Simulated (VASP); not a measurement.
Runs of VASP 6.6.1 on GaSb. Symmetry: F-43m, No. 216, cubic system. Conventional cell: a = 6.118 Å, b = 6.118 Å, c = 6.118 Å, α = 90.00°, β = 90.00°, γ = 90.00°. Ga (site symmetry -43m) has 4 Sb at 2.65 Å as nearest neighbours. Sb (site symmetry -43m) is surrounded by 4 Ga at 2.65 Å. 

```csv
task,cell,gap on the mesh (eV),pressure (GPa)
relaxation of the atoms,atoms relaxed from: a relaxed cell with its volume scaled by 1.04,none,-2.0
relaxation of the atoms,atoms relaxed from: a relaxed cell with its volume scaled by 0.96,(a),2.5
relaxation of cell and atoms,relaxed,0.10,0.0
relaxation of the atoms,atoms relaxed from: a relaxed cell with its volume scaled by 1.02,none,-1.0
relaxation of the atoms,atoms relaxed from: a relaxed cell with its volume scaled by 0.98,0.24,1.2
relaxation of the atoms,atoms relaxed from: a relaxed cell with its volume scaled by 0.94,0.50,4.0
relaxation of the atoms,atoms relaxed,0.10,0.0
relaxation of the atoms,atoms relaxed from: a relaxed cell with its volume scaled by 1.06,none,-2.8
```

Alike in all rows: level LDA; potentials or basis VASP PAW LDA potentials, release 64 (Ga_d, Sb); no spin polarisation; k mesh 10 × 10 × 10; cutoff (eV) 600; smearing gaussian 0.03 eV.

Q: Estimate the missing entries.

A: (a) 0.40.

Caveats: the relaxation stopped at its first step, so nothing moved (some runs); spin-orbit coupling is left out, which moves the levels of the heavy elements (some runs).

A k mesh can miss the band edges, and the runs leave out spin-orbit coupling on Ga, Sb.

A gap of «none» marks a metal or a gap under the smearing width.
